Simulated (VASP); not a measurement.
Output of a VASP run:

### OSZICAR
```
       N       E                     dE             d eps       ncg     rms          rms(c)
DAV:   1     0.233559734797E+02    0.23356E+02   -0.50818E+03  1528   0.124E+03
DAV:   2    -0.233419985099E+02   -0.46698E+02   -0.44875E+02  1512   0.187E+02
DAV:   3    -0.245809530031E+02   -0.12390E+01   -0.12162E+01  1827   0.432E+01
DAV:   4    -0.246036280812E+02   -0.22675E-01   -0.22664E-01  1872   0.504E+00
DAV:   5    -0.246041789213E+02   -0.55084E-03   -0.55082E-03  1912   0.706E-01    0.174E+01
DAV:   6    -0.244145950239E+02    0.18958E+00   -0.72510E+01  1661   0.151E+02    0.161E+01
DAV:   7    -0.211633370729E+02    0.32513E+01   -0.31438E+01  1701   0.837E+01    0.283E+00
DAV:   8    -0.211666103469E+02   -0.32733E-02   -0.14143E-01  1560   0.405E+00    0.205E+00
DAV:   9    -0.211637287714E+02    0.28816E-02   -0.27441E-01  1753   0.991E+00    0.951E-01
DAV:  10    -0.211545681973E+02    0.91606E-02   -0.81744E-02  1732   0.526E+00    0.183E-01
DAV:  11    -0.211564687981E+02   -0.19006E-02   -0.10933E-02  1632   0.200E+00    0.274E-01
DAV:  12    -0.211548702673E+02    0.15985E-02   -0.62784E-03  1613   0.146E+00    0.425E-02
DAV:  13    -0.211551608706E+02   -0.29060E-03   -0.13614E-04  1617   0.136E-01    0.169E-02
DAV:  14    -0.211551605065E+02    0.36404E-06   -0.17493E-05  1711   0.731E-02    0.388E-03
DAV:  15    -0.211551602846E+02    0.22194E-06   -0.13479E-06  1589   0.158E-02    0.376E-03
DAV:  16    -0.211551610664E+02   -0.78183E-06   -0.28273E-07  1497   0.762E-03    0.815E-04
DAV:  17    -0.211551611208E+02   -0.54341E-07   -0.25129E-08   778   0.211E-03
   1 F= -.21155161E+02 E0= -.21155040E+02  d E =-.363992E-03
```

### OUTCAR
```
------------------------ aborting loop because EDIFF is reached ----------------------------------------
  FORCE on cell =-STRESS in cart. coord.  units (eV):
  Direction    XX          YY          ZZ          XY          YZ          ZX
  --------------------------------------------------------------------------------------
  Total        2.9132341      2.9132341      2.9132341     -0.0000000      0.0000000     -0.0000000
  in kB      223.2783116    223.2783116    223.2783116     -0.0000000      0.0000000     -0.0000000
  external PRESSURE =     223.2783116 kB  Pullay stress =       0.0000000 kB
  volume of cell :       20.90
      direct lattice vectors                 reciprocal lattice vectors
     2.754734888  0.000000000  0.000000000     0.363011339  0.000000000  0.000000000
     0.000000000  2.754734888  0.000000000     0.000000000  0.363011339  0.000000000
     0.000000000  0.000000000  2.754734888     0.000000000  0.000000000  0.363011339
 POSITION                                       TOTAL-FORCE (eV/Angst)
 -----------------------------------------------------------------------------------
      1.37737      1.37737      1.37737         0.000000      0.000000      0.000000
      0.00000      0.00000      0.00000         0.000000      0.000000      0.000000
 -----------------------------------------------------------------------------------
    total drift:                               -0.000000      0.000000     -0.000000
  FREE ENERGIE OF THE ION-ELECTRON SYSTEM (eV)
  ---------------------------------------------------
  free  energy   TOTEN  =       -21.1551611208 eV

  energy  without entropy=      -21.1547971287  energy(sigma->0) =      -21.15503979
```
(Selected blocks of OUTCAR.)

File POSCAR:
```
FeAl
1
    2.7547348883     0.0000000000     0.0000000000
    0.0000000000     2.7547348883     0.0000000000
    0.0000000000     0.0000000000     2.7547348883
Al Fe
1 1
Direct
  0.5000000000   0.5000000000   0.5000000000
  0.0000000000   0.0000000000   0.0000000000
```

Q: Write an INCAR and KPOINTS that could have produced this output.

A: This is not unique; one that fits is the input of the run itself, r2SCAN meta-GGA, plane waves, VASP's PBE PAW potentials (set 64).

**KPOINTS**
```
Automatic mesh
0
Gamma
12 12 12
0 0 0
```

INCAR:
```
ALGO = Normal
EDIFF = 1E-7
ENCUT = 480
ISIF = 2
ISMEAR = 1
LASPH = T
LCHARG = F
LMAXMIX = 4
LMIXTAU = T
LREAL = F
LWAVE = F
METAGGA = R2SCAN
NELM = 100
PREC = Accurate
SIGMA = 0.1
SYSTEM = FeAl
```

POTCAR, in this order: Al Fe (PBE.64 set). Program: vasp_std.

The compound is FeAl in the CsCl type structure. This cell was strained or had an atom moved on purpose. The run is not spin-polarised, so no magnetic state was tried. The electron count is odd and the run is not spin-polarised, which forces a metal.
